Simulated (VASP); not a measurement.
Level of theory: PBEsol GGA, VASP's PBE PAW potentials (set 64) (plane waves; VASP).

A VASP calculation is set up with these files.

**POSCAR**
```
Si
1
    3.8294287199     0.0000000000     0.0000000000
   -1.9147143599     3.3163821040    -0.0000000000
    0.0000000000    -0.0000000000     6.3223196397
Si
4
Direct
  0.3333330000   0.6666670000   0.0627922714
  0.6666670000   0.3333330000   0.9372077286
  0.6666670000   0.3333330000   0.5627922714
  0.3333330000   0.6666670000   0.4372077286
```

**KPOINTS**
```
Automatic mesh
0
Gamma
6 6 3
0 0 0
```

INCAR:
```
SYSTEM = Si
PREC = Accurate
ENCUT = 530
EDIFF = 1E-7
NELM = 100
ALGO = Normal
LREAL = .FALSE.
LASPH = .TRUE.
ISMEAR = 0
SIGMA = 0.05
GGA = PS
LWAVE = .FALSE.
LCHARG = .FALSE.
IBRION = 6
ISIF = 3
NFREE = 2
POTIM = 0.015
NSW = 1
```

POTCAR, in this order: Si (PBE.64 set). Program: vasp_std.

Output

OUTCAR:
```
 ion  position               nearest neighbor table
   1  0.333  0.667  0.063-   2 2.35   2 2.35   2 2.35   4 2.37
   2  0.667  0.333  0.937-   1 2.35   1 2.35   1 2.35   3 2.37
   3  0.667  0.333  0.563-   4 2.35   4 2.35   4 2.35   2 2.37
   4  0.333  0.667  0.437-   3 2.35   3 2.35   3 2.35   1 2.37
  LATTYP: Found a hexagonal cell.
 ALAT       =     3.8294287199
 C/A-ratio  =     1.6509824577
 Subroutine PRICEL returns:
 Original cell was already a primitive cell.
 Subroutine GETGRP returns: Found 24 space group operations
The static configuration has the point symmetry D_3d.
 The point group associated with its full space group is D_6h.
The dynamic configuration has the point symmetry D_3d.
 Subroutine INISYM returns: Found 24 space group operations
 Subroutine IBZKPT returns following result:
 Found     14 irreducible k-points:

 Following reciprocal coordinates:
            Coordinates               Weight
  0.000000  0.000000  0.000000      1.000000
  0.166667  0.000000  0.000000      6.000000
  0.333333  0.000000  0.000000      6.000000
  0.500000  0.000000  0.000000      3.000000
  0.166667  0.166667  0.000000      6.000000
  0.333333  0.166667  0.000000     12.000000
  0.333333  0.333333  0.000000      2.000000
  0.000000  0.000000  0.333333      2.000000
  0.166667  0.000000  0.333333     12.000000
  0.333333  0.000000  0.333333     12.000000
  0.500000  0.000000  0.333333      6.000000
  0.166667  0.166667  0.333333     12.000000
  0.333333  0.166667  0.333333     24.000000
  0.333333  0.333333  0.333333      4.000000
 Subroutine IBZKPT_HF returns following result:
   k-points           NKPTS =     14   k-points in BZ     NKDIM =     14   number of bands    NBANDS=     12
   number of dos      NEDOS =    301   number of ions     NIONS =      4
   total plane-waves  NPLWV =  43200
   dimension x,y,z NGX =    30 NGY =   30 NGZ =   48
   dimension x,y,z NGXF=    60 NGYF=   60 NGZF=   96
   ions per type =               4
   PREC   = accura    normal or accurate (medium, high low for compatibility)
   ISTART =      0    job   : 0-new  1-cont  2-samecut
   ICHARG =      2    charge: 1-file 2-atom 10-const
   ISPIN  =      1    spin polarized calculation?
   LNONCOLLINEAR =      F non collinear calculations
   LSORBIT =      F    spin-orbit coupling
   INIWAV =      1    electr: 0-lowe 1-rand  2-diag
   ENCUT  =  530.0 eV  38.95 Ry    6.24 a.u.   7.19  7.19 11.87*2*pi/ulx,y,z
   NELM   =    100;   NELMIN=  2; NELMDL= -5     # of ELM steps
   EDIFF  = 0.1E-06   stopping-criterion for ELM
   LREAL  =      F    real-space projection
   NLSPLINE    = F    spline interpolate recip. space projectors
   LMAXMIX     =    2 max onsite mixed and CHGCAR
   VOSKOWN=      0    Vosko Wilk Nusair interpolation
   EDIFFG = 0.1E-05   stopping-criterion for IOM
   NSW    =     85    number of steps for IOM
   NBLOCK =      1;   KBLOCK =     85    inner block; outer block
   IBRION =      6    ionic relax: 0-MD 1-quasi-New 2-CG
   NFREE  =      2    steps in history (QN), initial steepest desc. (CG)
   ISIF   =      3    stress and relaxation
   ISYM   =      2    0-nonsym 1-usesym 2-fastsym
   TEIN   =    0.0    initial temperature
   TEBEG  =    0.0;   TEEND  =   0.0 temperature during run
   SMASS  =  -3.00    Nose mass-parameter (am)
   PSTRESS=    0.0 pullay stress
   NELECT =      16.0000    total number of electrons
   EFERMI =   0.00;   METHOD = LEGACY
   ISMEAR =     0;   SIGMA  =   0.05  broadening in eV -4-tet -1-fermi 0-gaus
   IALGO  =     38    algorithm
   LDIAG  =      T    sub-space diagonalisation (order eigenvalues)
   IMIX   =      4    mixing-type and parameters
     AMIX     =   0.40;   BMIX     =  1.00
     AMIX_MAG =   1.60;   BMIX_MAG =  1.00
     AMIN     =   0.10
...
```

File OUTCAR:
```


 TOTAL ELASTIC MODULI (kBar)
 Direction    XX          YY          ZZ          XY          YZ          ZX
 --------------------------------------------------------------------------------
 XX        1863.6303    552.7514    374.8225      0.0000      0.0000     -0.0000
 YY         552.7514   1863.6293    374.8224      0.0000     -0.0000      0.0000
 ZZ         374.8225    374.8224   2126.8036      0.0000     -0.0000     -0.0000
 XY           0.0000      0.0000      0.0000    655.4392      0.0000     -0.0000
 YZ           0.0000      0.0000     -0.0000      0.0000    470.8634      0.0000
 ZX          -0.0000      0.0000     -0.0000     -0.0000      0.0000    470.8636
 --------------------------------------------------------------------------------
```
(Selected blocks of OUTCAR.)

The structure comes from a computed database's Si entry (P6_3/mmc); how it stands against other phases isn't given here. It was relaxed first.
